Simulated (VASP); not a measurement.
# YNb (Fm-3m) in VASP: further runs

The runs below take YNb through band structure, with PBE.

All numbers are computed with VASP 6.6.1; they aren't measurements. Logs are shortened: lines on timing, memory, paths and dates and some standing lists are left out, and cuts for length are marked.

### Step 1. Starting point

It takes space group Fm-3m (No. 225, cubic). Conventional cell: a = 5.915 Å, b = 5.915 Å, c = 5.915 Å, α = 90.00°, β = 90.00°, γ = 90.00°. Y (site symmetry m-3m) is surrounded by 6 Nb at 2.96 Å. Nb (site symmetry m-3m) is surrounded by 6 Y at 2.96 Å.

The cell was built by a generator and needn't be a form met in nature.

### Step 2. Band structure, PBE

File POSCAR:

```
YNb
1.0
    0.0000000000      2.9577400000      2.9577400000
    2.9577400000      0.0000000000      2.9577400000
    2.9577400000      2.9577400000      0.0000000000
Y Nb
1 1
Direct
    0.5000000000      0.5000000000      0.5000000000
    0.0000000000      0.0000000000      0.0000000000
```

File INCAR.step1:

```
SYSTEM = YNb
  PREC = Accurate
  ENCUT = 600
  EDIFF = 1E-6
  ISMEAR = -1
  SIGMA = 0.05
  LREAL = .False.
  LASPH = .True.
  NELM = 60
  ALGO = Normal
  ISIF = 2
  LWAVE = .False.
  LCHARG = .True.
  LMAXMIX = 4
  GGA = PE
  NBANDS = 18
```

File KPOINTS.step1:

```
Automatic mesh
0
Gamma
  8 8 8
  0 0 0
```

File INCAR.step2:

```
SYSTEM = YNb
  PREC = Accurate
  ENCUT = 600
  EDIFF = 1E-6
  ISMEAR = 0
  SIGMA = 0.05
  LREAL = .False.
  LASPH = .True.
  NELM = 60
  ALGO = Normal
  ISIF = 2
  LWAVE = .False.
  LCHARG = .False.
  LMAXMIX = 4
  GGA = PE
  NBANDS = 18
  ICHARG = 11
```

File KPOINTS.step2:

```
path GXWKGLUWLK,UX
20
line-mode
reciprocal
 0.0000000000  0.0000000000  0.0000000000  G
 0.5000000000  0.0000000000  0.5000000000  X

 0.5000000000  0.0000000000  0.5000000000  X
 0.5000000000  0.2500000000  0.7500000000  W

 0.5000000000  0.2500000000  0.7500000000  W
 0.3750000000  0.3750000000  0.7500000000  K

 0.3750000000  0.3750000000  0.7500000000  K
 0.0000000000  0.0000000000  0.0000000000  G

 0.0000000000  0.0000000000  0.0000000000  G
 0.5000000000  0.5000000000  0.5000000000  L

 0.5000000000  0.5000000000  0.5000000000  L
 0.6250000000  0.2500000000  0.6250000000  U

 0.6250000000  0.2500000000  0.6250000000  U
 0.5000000000  0.2500000000  0.7500000000  W

 0.5000000000  0.2500000000  0.7500000000  W
 0.5000000000  0.5000000000  0.5000000000  L

 0.5000000000  0.5000000000  0.5000000000  L
 0.3750000000  0.3750000000  0.7500000000  K

 0.6250000000  0.2500000000  0.6250000000  U
 0.5000000000  0.0000000000  0.5000000000  X
```

Potentials or basis: VASP PAW PBE potentials, release 54 (Y_sv, Nb_pv).

The run is started by

```sh
$ cat potpaw_PBE.54/Y_sv/POTCAR potpaw_PBE.54/Nb_pv/POTCAR > POTCAR
$ cp INCAR.step1 INCAR
$ cp KPOINTS.step1 KPOINTS
$ mpirun -np 1 vasp_std > vasp.out
$ cp INCAR.step2 INCAR
$ cp KPOINTS.step2 KPOINTS
$ mpirun -np 1 vasp_std > vasp.out
```

OUTCAR:

```text
SYSTEM = YNb
   PREC = Accurate
   ENCUT = 600
   EDIFF = 1E-6
   ISMEAR = 0
   LREAL = .False.
   LASPH = .True.
   NELM = 60
   ISIF = 2
   GGA = PE
   ICHARG = 11

 ion  position               nearest neighbor table
   1  0.500  0.500  0.500-   2 2.96   2 2.96   2 2.96   2 2.96   2 2.96   2 2.96
   2  0.000  0.000  0.000-   1 2.96   1 2.96   1 2.96   1 2.96   1 2.96   1 2.96

  LATTYP: Found a face centered cubic cell.
 ALAT       =     5.9154800000

  Lattice vectors:

 A1 = (   0.0000000000,   2.9577400000,   2.9577400000)
 A2 = (   2.9577400000,   0.0000000000,   2.9577400000)
 A3 = (   2.9577400000,   2.9577400000,   0.0000000000)

Analysis of symmetry for initial positions (statically):
=====================================================================
 Subroutine PRICEL returns:
 Original cell was already a primitive cell.

 Routine SETGRP: Setting up the symmetry group for a
 face centered cubic supercell.

 Subroutine GETGRP returns: Found 48 space group operations
 (whereof 48 operations were pure point group operations)
 out of a pool of 48 trial point group operations.

The static configuration has the point symmetry O_h .

Analysis of symmetry for dynamics (positions and initial velocities):
=====================================================================
 Subroutine PRICEL returns:
 Original cell was already a primitive cell.

 Routine SETGRP: Setting up the symmetry group for a
 face centered cubic supercell.

 Subroutine GETGRP returns: Found 48 space group operations
 (whereof 48 operations were pure point group operations)
 out of a pool of 48 trial point group operations.

The dynamic configuration has the point symmetry O_h .

 Subroutine INISYM returns: Found 48 space group operations
 (whereof 48 operations are pure point group operations),
 and found     1 'primitive' translations

----------------------------------------------------------------------------------------

                                     Primitive cell

  volume of cell :      51.7500

  direct lattice vectors                    reciprocal lattice vectors
     0.000000000  2.957740000  2.957740000    -0.169047989  0.169047989  0.169047989
     2.957740000  0.000000000  2.957740000     0.169047989 -0.169047989  0.169047989
     2.957740000  2.957740000  0.000000000     0.169047989  0.169047989 -0.169047989

  length of vectors
     4.182876022  4.182876022  4.182876022     0.292799706  0.292799706  0.292799706

  position of ions in fractional coordinates (direct lattice)
     0.500000000  0.500000000  0.500000000
     0.000000000  0.000000000  0.000000000

  ion indices of the primitive-cell ions
   primitive index   ion index
                 1           1
                 2           2

----------------------------------------------------------------------------------------

 KPOINTS: path GXWKGLUWLK,UX

Interpolating k-points between supplied coordinates.

 Line segments in fractional coordinates (reciprocal lattice):
    0.000000  0.000000  0.000000  ...  0.500000  0.000000  0.500000
    0.500000  0.000000  0.500000  ...  0.500000  0.250000  0.750000
    0.500000  0.250000  0.750000  ...  0.375000  0.375000  0.750000
    0.375000  0.375000  0.750000  ...  0.000000  0.000000  0.000000
    0.000000  0.000000  0.000000  ...  0.500000  0.500000  0.500000
    0.500000  0.500000  0.500000  ...  0.625000  0.250000  0.625000
    0.625000  0.250000  0.625000  ...  0.500000  0.250000  0.750000
    0.500000  0.250000  0.750000  ...  0.500000  0.500000  0.500000
    0.500000  0.500000  0.500000  ...  0.375000  0.375000  0.750000
    0.625000  0.250000  0.625000  ...  0.500000  0.000000  0.500000

 Generated    20 points on each line segment, for a total of    200 k-points:

 Following reciprocal coordinates:
            Coordinates               Weight
  0.000000  0.000000  0.000000      0.005000
  0.026316  0.000000  0.026316      0.005000
  0.052632  0.000000  0.052632      0.005000
  0.078947  0.000000  0.078947      0.005000
  0.105263  0.000000  0.105263      0.005000
  0.131579  0.000000  0.131579      0.005000
[... 16 lines left out ...]
  0.500000  0.026316  0.526316      0.005000
  0.500000  0.039474  0.539474      0.005000
 [... further k-points ...]
   k-points           NKPTS =    200   k-points in BZ     NKDIM =    200   number of bands    NBANDS=     18
   number of dos      NEDOS =    301   number of ions     NIONS =      2
   total plane-waves  NPLWV =  46656
   dimension x,y,z NGX =    36 NGY =   36 NGZ =   36
   dimension x,y,z NGXF=    72 NGYF=   72 NGZF=   72
   ions per type =               1   1
   NGX,Y,Z   is equivalent  to a cutoff of  14.31, 14.31, 14.31 a.u.
   NGXF,Y,Z  is equivalent  to a cutoff of  28.62, 28.62, 28.62 a.u.
 SYSTEM =  YNb
   PREC   = accura    normal or accurate (medium, high low for compatibility)
   ISTART =      0    job   : 0-new  1-cont  2-samecut
   ICHARG =     11    charge: 1-file 2-atom 10-const
   ISPIN  =      1    spin polarized calculation?
   LNONCOLLINEAR =      F non collinear calculations
   LSORBIT =      F    spin-orbit coupling
   LASPH  =      T    aspherical Exc in radial PAW
   ENCUT  =  600.0 eV  44.10 Ry    6.64 a.u.   8.35  8.35  8.35*2*pi/ulx,y,z
   NELM   =     60;   NELMIN=  2; NELMDL=  0     # of ELM steps
   EDIFF  = 0.1E-05   stopping-criterion for ELM
   LREAL  =      F    real-space projection
   EDIFFG = 0.1E-04   stopping-criterion for IOM
   NSW    =      0    number of steps for IOM
   IBRION =     -1    ionic relax: 0-MD 1-quasi-New 2-CG
   NFREE  =      0    steps in history (QN), initial steepest desc. (CG)
   ISIF   =      2    stress and relaxation
   ISYM   =      2    0-nonsym 1-usesym 2-fastsym
   POTIM  = 0.5000    time-step for ionic-motion
   TEBEG  =    0.0;   TEEND  =   0.0 temperature during run
   PSTRESS=    0.0 pullay stress
   NELECT =      22.0000    total number of electrons
   NUPDOWN=      -1.0000    fix difference up-down
   EMIN   =  10.00;   EMAX   =-10.00  energy-range for DOS
   EFERMI =   0.00;   METHOD = LEGACY
   ISMEAR =     0;   SIGMA  =   0.05  broadening in eV -4-tet -1-fermi 0-gaus
   EFERMI_NEDOS =   21; number of points for ismear=-14 and -15
   IALGO  =     38    algorithm
   IMIX   =      4    mixing-type and parameters
     AMIX     =   0.40;   BMIX     =  1.00
     AMIX_MAG =   1.60;   BMIX_MAG =  1.00
  volume/ion in A,a.u.               =      25.87       174.61
  Fermi-wavevector in a.u.,A,eV,Ry     =   1.230965  2.326187 20.616568  1.515275
  Thomas-Fermi vector in A             =   2.365793
   LORBIT       =      0    0 simple, 1 ext, 2 COOP (PROOUT), +10 PAW based schemes
   GGA     = PE    functional components
   LHFCALC =     F    Hartree Fock is set to
   AEXX    =    0.0000 exact exchange contribution
   IVDW    =     0    specifies the selected vdW correction
   LEPSILON=     F    determine dielectric tensor
   LRPA    =     F    only Hartree local field effects (RPA)
 non-spin polarized calculation
 Gauss-broadening in eV      SIGMA  =   0.05
  energy-cutoff  :      600.00
  volume of cell :       51.75
 maximum number of plane-waves:      1759
 NGX is ok and might be reduce to    36

 number of electron      22.0000000 magnetization

 Free energy of the ion-electron system (eV)
  ---------------------------------------------------
  ext. energy  EPLUGINS =         0.00000000
  ---------------------------------------------------
  free energy    TOTEN  =       -14.15082163 eV

  energy without entropy =      -14.14679648  energy(sigma->0) =      -14.14880905

 E-fermi :   3.1883     XC(G=0): -10.4209

 val. band max:        3.1860549532   @ k =   0.6250   0.2500   0.6250
 cond. band min:       3.1904106551   @ k =   0.3816   0.3684   0.7500
 fundamental gap:      0.0043557019
 Fermi energy:         3.1882601796

 k-point     1 :       0.0000    0.0000    0.0000
  band No.  band energies     occupation
      1     -38.3643      2.00000
      2     -27.4713      2.00000
      3     -27.4713      2.00000
      4     -27.4713      2.00000
      5     -18.3803      2.00000
      6     -18.3803      2.00000
[... 10 lines left out ...]
     17      10.0575      0.00000
     18      11.0567      0.00000

 k-point     2 :       0.0263    0.0000    0.0263
  band No.  band energies     occupation
      1     -38.3643      2.00000
      2     -27.4714      2.00000
      3     -27.4714      2.00000
      4     -27.4711      2.00000
      5     -18.3826      2.00000
      6     -18.3806      2.00000
[... 10 lines left out ...]
     17      10.0986      0.00000
     18      10.9879      0.00000

 k-point     3 :       0.0526    0.0000    0.0526
  band No.  band energies     occupation
      1     -38.3642      2.00000
      2     -27.4719      2.00000
      3     -27.4719      2.00000
      4     -27.4707      2.00000
      5     -18.3892      2.00000
      6     -18.3814      2.00000
[... 10 lines left out ...]
     17      10.2220      0.00000
     18      10.4202      0.00000

 k-point     4 :       0.0789    0.0000    0.0789
  band No.  band energies     occupation
      1     -38.3640      2.00000
      2     -27.4725      2.00000
      3     -27.4725      2.00000
      4     -27.4701      2.00000
      5     -18.3996      2.00000
      6     -18.3827      2.00000
[... 375 lines left out ...]
      4     -27.4918      2.00000
      5     -18.4707      2.00000
      6     -18.4155      2.00000
[... 10 lines left out ...]
     17       8.2484      0.00000
     18       8.3399      0.00000

 k-point    23 :       0.5000    0.0263    0.5263
  band No.  band energies     occupation
      1     -38.3538      2.00000
      2     -27.5202      2.00000
      3     -27.4921      2.00000
      4     -27.4915      2.00000
      5     -18.4705      2.00000
      6     -18.4167      2.00000
[... 10 lines left out ...]
     17       8.1853      0.00000
     18       8.2223      0.00000

 k-point    24 :       0.5000    0.0395    0.5395
  band No.  band energies     occupation
      1     -38.3539      2.00000
      2     -27.5200      2.00000
      3     -27.4924      2.00000
      4     -27.4909      2.00000
      5     -18.4700      2.00000
      6     -18.4186      2.00000
[... 10 lines left out ...]
     17       8.0922      0.00000
     18       8.1759      0.00000

 [... further k-points ...]

------------------------ aborting loop because EDIFF is reached ----------------------------------------

  FORCE on cell =-STRESS in cart. coord.  units (eV):
  Direction    XX          YY          ZZ          XY          YZ          ZX
  --------------------------------------------------------------------------------------
  -------------------------------------------------------------------------------------
  Total       -2.0979224     -2.0979224     -2.0979224      0.0000000      0.0000000     -0.0000000
  in kB      -64.9516240    -64.9516240    -64.9516240      0.0000000      0.0000000     -0.0000000
  external PRESSURE =     -64.9516240 kB  Pullay stress =       0.0000000 kB

 VOLUME and BASIS-vectors are now :
 -----------------------------------------------------------------------------
  energy-cutoff  :      600.00
  volume of cell :       51.75
      direct lattice vectors                 reciprocal lattice vectors
     0.000000000  2.957740000  2.957740000    -0.169047989  0.169047989  0.169047989
     2.957740000  0.000000000  2.957740000     0.169047989 -0.169047989  0.169047989
     2.957740000  2.957740000  0.000000000     0.169047989  0.169047989 -0.169047989

 POSITION                                       TOTAL-FORCE (eV/Angst)
 -----------------------------------------------------------------------------------
      2.95774      2.95774      2.95774        -0.000000      0.000000     -0.000000
      0.00000      0.00000      0.00000         0.000000     -0.000000      0.000000
 -----------------------------------------------------------------------------------
    total drift:                                0.000000      0.000000      0.000000

  FREE ENERGIE OF THE ION-ELECTRON SYSTEM (eV)
  ---------------------------------------------------
  free  energy   TOTEN  =       -14.1508216281 eV

  energy  without entropy=      -14.1467964793  energy(sigma->0) =      -14.14880905
```

Run time: 90 s. Hardware: 1 thread of Intel Xeon Platinum 8488C (Sapphire Rapids), shared host; peak memory 0.42 GiB.

Results:

```
Band gap along the path : none (metal or under the smearing width)
```

Levels at the corners of the path, in eV from the Fermi level:
```tsv
point	band 9	band 10	band 11	band 12	band 13	band 14
Γ	-1.43	-1.43	-1.29	-1.29	-1.29	5.69
X	-1.82	-0.68	-0.18	0.63	1.53	1.53
X	-1.82	-0.68	-0.18	0.63	1.53	1.53
W	-1.45	-0.96	-0.69	0.67	1.55	1.97
W	-1.45	-0.96	-0.69	0.67	1.55	1.97
K	-0.98	-0.52	-0.48	-0.07	1.13	2.65
K	-0.98	-0.52	-0.48	-0.07	1.13	2.65
Γ	-1.43	-1.43	-1.29	-1.29	-1.29	5.69
Γ	-1.43	-1.43	-1.29	-1.29	-1.29	5.69
L	-1.52	0.20	0.20	1.25	1.25	1.68
L	-1.52	0.20	0.20	1.25	1.25	1.68
U	-0.98	-0.52	-0.48	-0.07	1.13	2.65
U	-0.98	-0.52	-0.48	-0.07	1.13	2.65
W	-1.45	-0.96	-0.69	0.67	1.55	1.97
W	-1.45	-0.96	-0.69	0.67	1.55	1.97
L	-1.52	0.20	0.20	1.25	1.25	1.68
L	-1.52	0.20	0.20	1.25	1.25	1.68
K	-0.98	-0.52	-0.48	-0.07	1.13	2.65
U	-0.98	-0.52	-0.48	-0.07	1.13	2.65
X	-1.82	-0.68	-0.18	0.63	1.53	1.53
```

Caveat: the log is that of the step along the path at fixed density, whose energy, stress, charges and moments have no meaning.

(Continued in part 2 of 2.)
